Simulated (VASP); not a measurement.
Here is the system:

```yaml
crystal:
  lattice:
    - [0.00000, 1.96229, 1.96229]
    - [1.96229, 0.00000, 1.96229]
    - [1.96229, 1.96229, 0.00000]
  atoms:
    - { symbol: Li, position: [0.00000, 0.00000, 0.00000] }
    - { symbol: F, position: [0.50000, 0.50000, 0.50000] }
```

The numbers are results of r2SCAN+rVV10, VASP's PBE PAW potentials (set 64) (plane waves; VASP), not measurements. Settings: 520 eV cut-off, 11×11×11 Γ-centred mesh, Gaussian smearing of 0.050 eV, potentials Li_sv F.

Question: Give the stress tensor in GPa (positive for a compressed cell).

Answer: 
```
2.64  0.00  0.00
0.00  2.64  0.00
0.00  0.00  2.64
```
The pressure is its mean diagonal, 2.64 GPa.

The compound is LiF in the rock salt structure. This cell is one point of a volume scan, at 0.97 of the reference volume.
